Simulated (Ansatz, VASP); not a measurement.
# Si3N4 (amorphous silicon nitride) in two plane-wave programs, part 4 of 4

Aim: how closely do two programs agree when they are given the same cell, functional and k mesh? The structure shown is the end of the Ansatz relaxation below.

VASP 6.6.1 and Ansatz 0.2.0.

So far. Step 3 (VASP: single point, PBE, pair 1): The run ends at a pressure of -0.21 GPa, with forces up to 1.5 eV/Å. Step 6 (VASP: single point, PBEsol): The run ends at a pressure of 0.22 GPa, with forces up to 1.6 eV/Å.

### Step 9. VASP: single point, PBE, pair 3

Level of this step: PBE; plane waves and PAW (Si, N) (VASP).

The same cell, functional and mesh now go to VASP, with its own data sets.

INCAR reads:

```
SYSTEM = Si3N4
PREC = Accurate
ENCUT = 600
EDIFF = 1E-06
NELM = 120
ISMEAR = 0
SIGMA = 0.01
LREAL = Auto
ALGO = Normal
GGA = PE
NBANDS = 232
LORBIT = 11
LWAVE = .FALSE.
LCHARG = .FALSE.
ISIF = 2
LASPH = .TRUE.
GGA_COMPAT = .FALSE.
EFERMI = MIDGAP
NCORE = 2
```

POSCAR reads:

```
Si3N4
1.0
    9.4255080000      0.0000000000      0.0000000000
    0.0000000000      9.4414780000      0.0000000000
    0.0000000000      0.0000000000      9.4890790000
Si N
33 44
Direct
    0.3322400000      0.0167100000      0.2794300000
    0.6322800000      0.2588500000      0.3067300000
    0.7573800000      0.0568900000      0.7469000000
    0.1352500000      0.0433800000      0.4616200000
    0.4693100000      0.6105400000      0.9034100000
    0.4195200000      0.2101100000      0.5325500000
    0.4466100000      0.3414300000      0.0361200000
    0.4593200000      0.5545600000      0.2213700000
    0.8697400000      0.7297800000      0.4529100000
    0.2370800000      0.2993200000      0.2666900000
    0.5053900000      0.8526200000      0.7228300000
    0.3910800000      0.8445200000      0.0464900000
    0.2276300000      0.6891200000      0.7296400000
    0.1751200000      0.5363800000      0.0234200000
    0.6665500000      0.1379700000      0.0230800000
    0.7194300000      0.6409100000      0.6969200000
    0.9548800000      0.8311300000      0.7634700000
    0.1529600000      0.0545600000      0.0374500000
    0.0472400000      0.8120700000      0.0634200000
    0.6872300000      0.0051100000      0.4692600000
    0.3793700000      0.0864900000      0.8446100000
    0.6344900000      0.8031800000      0.2211000000
    0.7169400000      0.5536000000      0.4066300000
    0.1202900000      0.0272200000      0.7138300000
    0.9810800000      0.4708400000      0.7540800000
    0.6942900000      0.3697500000      0.8324200000
    0.7329700000      0.8237600000      0.9744000000
    0.1870600000      0.7124500000      0.3232000000
    0.9081700000      0.1063500000      0.2144600000
    0.4358700000      0.5673000000      0.5263900000
    0.8136800000      0.2824800000      0.5473300000
    0.0687200000      0.4905400000      0.4923800000
    0.9374000000      0.3185000000      0.0402400000
    0.7184600000      0.2369500000      0.7030500000
    0.8567000000      0.7442600000      0.6382200000
    0.5189500000      0.3630200000      0.2057300000
    0.9600700000      0.3754200000      0.5950500000
    0.2924300000      0.4228700000      0.1116200000
    0.5596100000      0.1357500000      0.4244300000
    0.1905900000      0.1059600000      0.8686300000
    0.5368600000      0.4429300000      0.9036700000
    0.3909500000      0.7122000000      0.6482100000
    0.1158800000      0.5600500000      0.6655500000
    0.6173500000      0.5985700000      0.5550100000
    0.6450300000      0.9488200000      0.6406700000
    0.7137300000      0.9995800000      0.9193000000
    0.0330900000      0.4385500000      0.9382200000
    0.2844800000      0.1570700000      0.4067700000
    0.7726700000      0.2858200000      0.9737600000
    0.7408900000      0.3712400000      0.4018100000
    0.6266700000      0.6217800000      0.2646300000
    0.9128600000      0.7700000000      0.9355300000
    0.1267100000      0.4028500000      0.3513700000
    0.2489300000      0.1435500000      0.1611500000
    0.4241600000      0.3892900000      0.5311300000
    0.4895000000      0.1758200000      0.9731900000
    0.4279100000      0.9118600000      0.8777100000
    0.1332100000      0.8416500000      0.7356300000
    0.8009400000      0.5076500000      0.7858900000
    0.8422300000      0.1124300000      0.4816200000
    0.7263600000      0.1354100000      0.1978800000
    0.2110900000      0.9005000000      0.3590300000
    0.2155500000      0.8841900000      0.0497200000
    0.6154500000      0.7246200000      0.8307300000
    0.4593400000      0.6763700000      0.0731600000
    0.3887900000      0.0936300000      0.6681300000
    0.2798100000      0.6131700000      0.8873600000
    0.2418800000      0.3380100000      0.7149700000
    0.7462900000      0.8624600000      0.3645400000
    0.3517500000      0.6235300000      0.3588800000
    0.9620100000      0.0877600000      0.3892400000
    0.9344400000      0.0127900000      0.7460800000
    0.2909400000      0.3486000000      0.8205900000
    0.4730300000      0.9196800000      0.1986400000
    0.0418900000      0.6718000000      0.4255900000
    0.9883400000      0.9906800000      0.1037900000
    0.1098200000      0.6597500000      0.1489900000
```

KPOINTS reads:

```
Automatic mesh
0
Gamma
1 1 1
0 0 0
```

The projector-augmented-wave data sets are Si and N (PBE family, release 64).

Started as:

```bash
$ mpirun -np 8 vasp_gam
```

Numbers of over 12 decimals in the logs are rounded to 6 here.

Output:

```text
[... set-up lines as in an earlier step ...]
 entering main loop
       N       E                     dE             d eps       ncg     rms          rms(c)
DAV:   1     0.289210903588E+04    0.28921E+04   -0.21613E+05   464   0.168E+03
DAV:   2    -0.379194613639E+03   -0.32713E+04   -0.30852E+04   584   0.377E+02
DAV:   3    -0.673804661197E+03   -0.29461E+03   -0.29126E+03   560   0.123E+02
DAV:   4    -0.681415976024E+03   -0.76113E+01   -0.75515E+01   560   0.197E+01
[...]
DAV:  16    -0.592397073441E+03   -0.13576E-04   -0.12104E-05   552   0.889E-03    0.690E-03
DAV:  17    -0.592397080003E+03   -0.65627E-05   -0.72539E-06   480   0.606E-03    0.297E-03
DAV:  18    -0.592397080579E+03   -0.57545E-06   -0.71769E-07   376   0.236E-03
   1 F= -.59239708E+03 E0= -.59239708E+03  d E =0.000000E+00
```

From OUTCAR (step 9):

```text
  FREE ENERGIE OF THE ION-ELECTRON SYSTEM (eV)
  ---------------------------------------------------
  free  energy   TOTEN  =      -592.3970805787 eV

  energy  without entropy=     -592.3970805787  energy(sigma->0) =     -592.39708058

[... 1 part as in an earlier step ...]
```

The run ends at a pressure of -0.21 GPa, with forces up to 1.5 eV/Å.

### Step 10. Differences

Compared:

```csv
quantity,Ansatz,VASP,difference
pressure (GPa),-0.01,-0.21,+0.20
gap on the k mesh (eV),1.738,1.722,+0.016
```

Forces on 7 of the 77 atoms, those with the largest forces and the largest differences (eV/Å; atoms numbered as in POSCAR):

| atom | Ansatz x, y, z | VASP x, y, z |
| --- | --- | --- |
| Si10 | 0.009, -0.008, 0.007 | 0.014, -0.018, -0.016 |
| Si21 | 0.001, -0.002, -0.001 | 0.009, -0.014, 0.032 |
| Si27 | -0.008, -0.001, 0.028 | -0.010, 0.006, 0.023 |
| N60 | 0.005, -0.003, -0.006 | -0.038, 0.012, 0.012 |
| N68 | -0.002, 0.002, -0.013 | -0.642, -0.134, -1.397 |
| N71 | 0.002, 0.000, 0.006 | 0.034, -0.002, -0.013 |
| N73 | 0.006, -0.006, 0.009 | 0.650, 0.130, 1.398 |

The forces differ by 143 meV/Å r.m.s., where the r.m.s. force is 0.004 eV/Å in Ansatz and 0.144 eV/Å in VASP: the atoms lie near their places of rest in Ansatz, so a percentage would say little (all taken over all components). A gap on the mesh is an upper bound, since the band edges may lie between its points.

### Step 11. What came out

```yaml
r_m_s_force_difference_single_point_pbe_pair_1: 147 meV/Å
r_m_s_force_difference_single_point_pbesol: 147 meV/Å
r_m_s_force_difference_single_point_pbe_pair_3: 143 meV/Å
```

What this shows: The r.m.s. force difference is 147 meV/Å (single point, PBE, pair 1), beyond the 12 meV/Å picked in this series as the mark of a large difference. Ansatz's own log doubts the convergence of its single point, PBE, pair 1 run, which may account for the difference. What causes the difference of the single point, PBEsol pair stays open here. What causes the difference of the single point, PBE, pair 3 pair stays open here. 7 further runs of this series are not shown here. How closely two codes agree says nothing of how well the functional describes the real material.

[Lines on the potential files, build, host, timing and source positions are cut from VASP's logs without a mark.]

[Logs are printed without paths, hosts, clocks, repeated set-up lines and the standing remarks that a program may print on its own settings, such as how far it seeks lower states.]

[Hosts, paths, dates, database ids (printed as entryN), source tags and the programs' standing remarks are cut or masked in the printed files.]
